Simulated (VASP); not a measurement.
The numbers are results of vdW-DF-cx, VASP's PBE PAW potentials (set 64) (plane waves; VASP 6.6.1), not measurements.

The input files of a VASP run:

KPOINTS:
```
Automatic mesh
0
Gamma
8 8 12
0 0 0
```

### POSCAR
```
CrO2
1
    4.4011366243    -0.0000000000     0.0000000000
   -0.0000000000     4.4011366243     0.0000000000
    0.0000000000     0.0000000000     2.9011137246
Cr O
2 4
Direct
  1.0000000000   0.0000000000   0.0000000000
  0.5000000000   0.5000000000   0.5000000000
  0.3031878478   0.3031878478   0.0000000000
  0.8031878478   0.1968121522   0.5000000000
  0.1968121522   0.8031878478   0.5000000000
  0.6968121522   0.6968121522   0.0000000000
```

**INCAR**
```
SYSTEM=CrO2
PREC=Accurate; ENCUT=520; LREAL=.False.
LASPH=.True.
EDIFF=1E-7; NELM=100; ALGO=Normal
LMAXMIX=4
ISMEAR=-5
GGA=CX; LUSE_VDW=.True.; AGGAC=0.0
MAGMOM=2*2.1 4*-0.1
ISPIN=2
ISIF=2
LWAVE=.False.; LCHARG=.True.; LORBIT=11
NEDOS=601
LEFG=.True.
```

POTCAR, in this order: Cr_pv O (PBE.64 set). Program: vasp_std.

What VASP printed:

### OSZICAR
```
       N       E                     dE             d eps       ncg     rms          rms(c)
DAV:   1     0.626580900472E+03    0.62658E+03   -0.26637E+04 12600   0.179E+03
DAV:   2     0.201789955750E+02   -0.60640E+03   -0.56970E+03 13628   0.526E+02
DAV:   3    -0.523096822814E+02   -0.72489E+02   -0.70951E+02 15140   0.175E+02
DAV:   4    -0.542873555535E+02   -0.19777E+01   -0.19248E+01 14806   0.283E+01
DAV:   5    -0.543307925285E+02   -0.43437E-01   -0.43358E-01 15672   0.432E+00    0.424E+01
DAV:   6    -0.464709216210E+02    0.78599E+01   -0.15292E+02 14674   0.102E+02    0.369E+01
DAV:   7    -0.413269160330E+02    0.51440E+01   -0.10054E+02 15184   0.995E+01    0.190E+01
DAV:   8    -0.392377155233E+02    0.20892E+01   -0.71427E+00 14100   0.243E+01    0.682E+00
DAV:   9    -0.389088883562E+02    0.32883E+00   -0.18566E+00 16640   0.118E+01    0.219E+00
DAV:  10    -0.389219114941E+02   -0.13023E-01   -0.16294E-01 14086   0.362E+00    0.124E+00
DAV:  11    -0.389222461496E+02   -0.33466E-03   -0.23789E-02 16574   0.144E+00    0.536E-01
DAV:  12    -0.389216977302E+02    0.54842E-03   -0.33750E-03 17292   0.551E-01    0.232E-01
DAV:  13    -0.389215805422E+02    0.11719E-03   -0.99490E-04 15400   0.322E-01    0.834E-02
DAV:  14    -0.389215675890E+02    0.12953E-04   -0.11135E-04 14904   0.814E-02    0.432E-02
DAV:  15    -0.389215662864E+02    0.13026E-05   -0.24084E-05 15706   0.326E-02    0.158E-02
DAV:  16    -0.389215655136E+02    0.77273E-06   -0.31409E-06 16636   0.159E-02    0.495E-03
DAV:  17    -0.389215650492E+02    0.46439E-06   -0.80504E-07 13730   0.779E-03    0.205E-03
DAV:  18    -0.389215650451E+02    0.41273E-08   -0.93923E-08  7936   0.281E-03
   1 F= -.38921565E+02 E0= -.38921565E+02  d E =0.000000E+00  mag=     4.0000
```

OUTCAR:
```
------------------------ aborting loop because EDIFF is reached ----------------------------------------
  FORCE on cell =-STRESS in cart. coord.  units (eV):
  Direction    XX          YY          ZZ          XY          YZ          ZX
  --------------------------------------------------------------------------------------
  Total        0.0107194      0.0107194     -0.0095222      0.0000000      0.0000000      0.0000000
  in kB        0.3056228      0.3056228     -0.2714911      0.0000000      0.0000000      0.0000000
  external PRESSURE =       0.1132515 kB  Pullay stress =       0.0000000 kB
  volume of cell :       56.19
      direct lattice vectors                 reciprocal lattice vectors
     4.401136624  0.000000000  0.000000000     0.227214033  0.000000000  0.000000000
     0.000000000  4.401136624  0.000000000     0.000000000  0.227214033  0.000000000
     0.000000000  0.000000000  2.901113725     0.000000000  0.000000000  0.344695208
 POSITION                                       TOTAL-FORCE (eV/Angst)
 -----------------------------------------------------------------------------------
      0.00000      0.00000      0.00000         0.000000      0.000000      0.000000
      2.20057      2.20057      1.45056         0.000000      0.000000      0.000000
      1.33437      1.33437      0.00000        -0.010503     -0.010503      0.000000
      3.53494      0.86620      1.45056        -0.010503      0.010503     -0.000000
      0.86620      3.53494      1.45056         0.010503     -0.010503      0.000000
      3.06677      3.06677      0.00000         0.010503      0.010503     -0.000000
 -----------------------------------------------------------------------------------
    total drift:                                0.000000      0.000000      0.000000
  FREE ENERGIE OF THE ION-ELECTRON SYSTEM (eV)
  ---------------------------------------------------
  free  energy   TOTEN  =       -38.9215650451 eV

  energy  without entropy=      -38.9215650451  energy(sigma->0) =      -38.92156505

 total charge

# of ion       s       p       d       tot
------------------------------------------
    1        0.362   6.483   4.057  10.902
    2        0.362   6.483   4.057  10.902
    3        1.567   3.462   0.000   5.029
    4        1.567   3.462   0.000   5.029
    5        1.567   3.462   0.000   5.029
    6        1.567   3.462   0.000   5.029
--------------------------------------------------
tot          6.991  26.815   8.113  41.919

 magnetization (x)

# of ion       s       p       d       tot
------------------------------------------
    1        0.016   0.032   2.017   2.065
    2        0.016   0.032   2.017   2.065
    3       -0.003  -0.063   0.000  -0.065
    4       -0.003  -0.063   0.000  -0.065
    5       -0.003  -0.063   0.000  -0.065
    6       -0.003  -0.063   0.000  -0.065
--------------------------------------------------
tot          0.020  -0.187   4.035   3.868

 Electric field gradients after diagonalization (V/A^2)
 (convention: |V_zz| > |V_xx| > |V_yy|)
----------------------------------------------------------------------
 ion       V_xx      V_yy      V_zz     asymmetry (V_yy - V_xx)/ V_zz
----------------------------------------------------------------------
   1      30.315    14.077   -44.393       0.366
   2      30.315    14.077   -44.393       0.366
   3     -21.033    -3.277    24.311       0.730
   4     -21.033    -3.277    24.311       0.730
   5     -21.033    -3.277    24.311       0.730
   6     -21.033    -3.277    24.311       0.730
```
(Selected blocks of OUTCAR.)

File OUTCAR:
```
 val. band max:        5.7677607710   @ k =   0.2500   0.2500   0.2500

 cond. band min:       5.7308837382   @ k =   0.2500   0.0000   0.1667


 Fermi energy:         5.7513096896

 spin component 1

 k-point     1 :       0.0000    0.0000    0.0000
  band No.  band energies     occupation
      1     -39.0570      1.00000
      2     -39.0570      1.00000
      3     -38.9153      1.00000
      4     -38.9153      1.00000
      5     -38.8412      1.00000
      6     -38.8258      1.00000
      7     -14.1220      1.00000
      8     -12.3528      1.00000
      9     -11.8622      1.00000
     10     -11.8622      1.00000
     11      -2.0169      1.00000
     12      -1.3700      1.00000
     13      -0.9051      1.00000
     14       0.2733      1.00000
     15       0.2733      1.00000
     16       1.7765      1.00000
     17       1.7765      1.00000
     18       2.2203      1.00000
     19       4.0279      1.00000
     20       4.1847      1.00000
     21       4.4337      1.00000
     22       4.4741      1.00000
     23       4.4741      1.00000
     24       4.6328      1.00000
     25       4.6328      1.00000
     26       4.6703      1.00000
     27       5.1182      1.00000
     28       6.8988      0.00000
     29       6.9933      0.00000
     30       9.5819      0.00000

 k-point     2 :       0.1250    0.0000    0.0000
  band No.  band energies     occupation
      1     -39.0563      1.00000
      2     -39.0563      1.00000
      3     -38.9162      1.00000
      4     -38.9161      1.00000
      5     -38.8406      1.00000
      6     -38.8264      1.00000
      7     -14.0589      1.00000
      8     -12.3909      1.00000
      9     -11.9132      1.00000
     10     -11.8733      1.00000
     11      -1.8940      1.00000
     12      -1.3089      1.00000
     13      -0.7921      1.00000
     14       0.2819      1.00000
     15       0.2903      1.00000
     16       1.6192      1.00000
...
```

For a metal the tetrahedron method with Blöchl corrections gives inexact stress and forces.

The compound is CrO2 in the rutile structure. It was relaxed first.
